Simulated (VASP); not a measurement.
Here is the system:

```yaml
crystal:
  lattice:
    - [4.32844, 0.00000, 0.00000]
    - [-2.16422, 3.74854, 0.00000]
    - [0.00000, 0.00000, 23.37218]
  atoms:
    - { symbol: Bi, position: [0.33333, 0.66667, 0.41326] }
    - { symbol: Bi, position: [0.00000, 0.00000, 0.58674] }
    - { symbol: Te, position: [0.00000, 0.00000, 0.34023] }
    - { symbol: Te, position: [0.66667, 0.33333, 0.50000] }
    - { symbol: Te, position: [0.33333, 0.66667, 0.65977] }
```

The numbers are results of LDA (Ceperley-Alder, Perdew-Zunger), VASP's LDA PAW potentials (set 64) (plane waves; VASP), not measurements. Numerical set-up: PREC = Normal, 400 eV cut-off, 12×12×1 Γ-centred mesh, Gaussian smearing of 0.050 eV, potentials Bi_d Te.

Problem. Estimate the energy per atom (σ→0).

Solution. 
```yaml
energy per atom (σ→0): -4.258 eV/atom
```

Only differences to runs with the same potentials and settings are physical.

The cell is a sheet with vacuum, built from Bi2Te3 (tetradymite).
